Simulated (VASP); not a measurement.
Level of theory: PBE GGA with D3 dispersion (Becke-Johnson damping), VASP's PBE PAW potentials (set 64) (plane waves; VASP).

The input files of a VASP run:

KPOINTS:
```
Automatic mesh
0
Gamma
9 9 9
0 0 0
```

**INCAR**
```
LREAL  =  .FALSE.
LASPH  =  .TRUE.
EDIFF  =  1E-7
PREC  =  Accurate
LMAXMIX  =  4   ! l cut-off of mixed one-centre charges
NELM  =  100   ! most electronic steps
ISMEAR  =  1   ! Methfessel-Paxton
SYSTEM  =  Ni3Si
ISIF  =  2   ! forces and stress, cell fixed
LCHARG  =  .FALSE.
SIGMA  =  0.1   ! width (eV)
ENCUT  =  520   ! plane-wave cut-off (eV)
IVDW  =  12   ! D3, Becke-Johnson
LWAVE  =  .FALSE.
GGA  =  PE   ! PBE
ALGO  =  Normal   ! blocked Davidson
```

POSCAR:
```
Ni3Si
1
    3.4665628982     0.0000000000     0.0000000000
    0.0000000000     3.4665628982     0.0000000000
    0.0000000000     0.0000000000     3.4665628982
Si Ni
1 3
Direct
  0.0000000000   0.0000000000   0.0000000000
  0.0000000000   0.5000000000   0.5000000000
  0.5000000000   0.0000000000   0.5000000000
  0.5000000000   0.5000000000   0.0000000000
```

POTCAR, in this order: Si Ni (PBE.64 set). Program: vasp_std.

Output

File OSZICAR:
```
       N       E                     dE             d eps       ncg     rms          rms(c)
DAV:   1     0.202788622336E+03    0.20279E+03   -0.15857E+04  1470   0.218E+03
DAV:   2    -0.160673494667E+02   -0.21886E+03   -0.21114E+03  1470   0.376E+02
DAV:   3    -0.271350860578E+02   -0.11068E+02   -0.10619E+02  1590   0.113E+02
DAV:   4    -0.274007606135E+02   -0.26567E+00   -0.26221E+00  1731   0.152E+01
DAV:   5    -0.274117444951E+02   -0.10984E-01   -0.10946E-01  1756   0.285E+00    0.203E+01
DAV:   6    -0.269683053275E+02    0.44344E+00   -0.54300E+01  1692   0.122E+02    0.164E+01
DAV:   7    -0.237185809586E+02    0.32497E+01   -0.15748E+01  1641   0.668E+01    0.440E+00
DAV:   8    -0.236663813047E+02    0.52200E-01   -0.65700E-01  1591   0.658E+00    0.148E+00
DAV:   9    -0.236485253038E+02    0.17856E-01   -0.33584E-02  1941   0.267E+00    0.571E-01
DAV:  10    -0.236462607308E+02    0.22646E-02   -0.36519E-03  2001   0.486E-01    0.222E-01
DAV:  11    -0.236459542115E+02    0.30652E-03   -0.65941E-04  2265   0.316E-01    0.558E-02
DAV:  12    -0.236459402685E+02    0.13943E-04   -0.97800E-05  1626   0.120E-01    0.153E-02
DAV:  13    -0.236459393650E+02    0.90353E-06   -0.75176E-06  1708   0.191E-02    0.833E-03
DAV:  14    -0.236459387146E+02    0.65039E-06   -0.59691E-07  1716   0.903E-03    0.314E-03
DAV:  15    -0.236459386583E+02    0.56285E-07   -0.18325E-07   973   0.624E-03
   1 F= -.25692522E+02 E0= -.25692615E+02  d E =0.279126E-03
```

File OUTCAR:
```
------------------------ aborting loop because EDIFF is reached ----------------------------------------
 Edisp (eV)   -2.04658
  FORCE on cell =-STRESS in cart. coord.  units (eV):
  Direction    XX          YY          ZZ          XY          YZ          ZX
  --------------------------------------------------------------------------------------
  Total      -0.07347    -0.07347    -0.07347     0.00000     0.00000    -0.00000
  in kB      -2.82575    -2.82575    -2.82575     0.00000     0.00000    -0.00000
  external pressure =       -2.83 kB  Pullay stress =        0.00 kB
  volume of cell :       41.66
      direct lattice vectors                 reciprocal lattice vectors
     3.466562898  0.000000000  0.000000000     0.288470173  0.000000000  0.000000000
     0.000000000  3.466562898  0.000000000     0.000000000  0.288470173  0.000000000
     0.000000000  0.000000000  3.466562898     0.000000000  0.000000000  0.288470173
 POSITION                                       TOTAL-FORCE (eV/Angst)
 -----------------------------------------------------------------------------------
      0.00000      0.00000      0.00000         0.000000      0.000000      0.000000
      0.00000      1.73328      1.73328         0.000000      0.000000      0.000000
      1.73328      0.00000      1.73328         0.000000      0.000000      0.000000
      1.73328      1.73328      0.00000         0.000000      0.000000      0.000000
 -----------------------------------------------------------------------------------
    total drift:                                0.000000      0.000000      0.000000
  FREE ENERGIE OF THE ION-ELECTRON SYSTEM (eV)
  ---------------------------------------------------
  free  energy   TOTEN  =       -25.6925217840 eV

  energy  without entropy=      -25.6928009105  energy(sigma->0) =      -25.69261483
```
(Selected blocks of OUTCAR.)

The compound is Ni3Si in the L1_2 structure. It was relaxed first. The run is not spin-polarised, so no magnetic state was tried.
